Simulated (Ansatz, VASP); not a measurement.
**KMgBr3 in VASP and in Ansatz**

```xyz
5
Lattice="5.3032 0.0000 0.0000 0.0000 5.3032 0.0000 0.0000 0.0000 5.3032" Properties=species:S:1:pos:R:3 pbc="T T T"
K     0.0000    0.0000    0.0000
Mg    2.6516    2.6516    2.6516
Br    2.6516    2.6516    0.0000
Br    2.6516    0.0000    2.6516
Br    0.0000    2.6516    2.6516
```

The cell was built by a generator and needn't be a form met in nature.

Alike in both runs: task single point; functional PBE; k mesh 6 × 6 × 6; occupations fermi-dirac, width 0.02 eV; no spin polarisation.

```csv
,VASP,Ansatz
version,VASP 6.6.1,Ansatz 0.2.0
potentials or method,"VASP PAW PBE potentials, release 64 (K_sv, Mg, Br)","plane waves, PAW"
plane-wave cutoff (eV),520,420
valence electrons in the cell,32,40
```

VASP gave:

| Item | Value |
| --- | --- |
| gap on the k mesh at the Fermi level (eV) | 2.76 |
| pressure (GPa) | 0.8 |

Question: Estimate Ansatz's values.

Answer: gap on the k mesh at the Fermi level (eV): 2.78; pressure (GPa): 0.9.

The functional is the same, so the differences come from potentials, cutoffs and numerics. The two sets of potentials don't hold the same shells in valence.

A k mesh can miss the band edges.
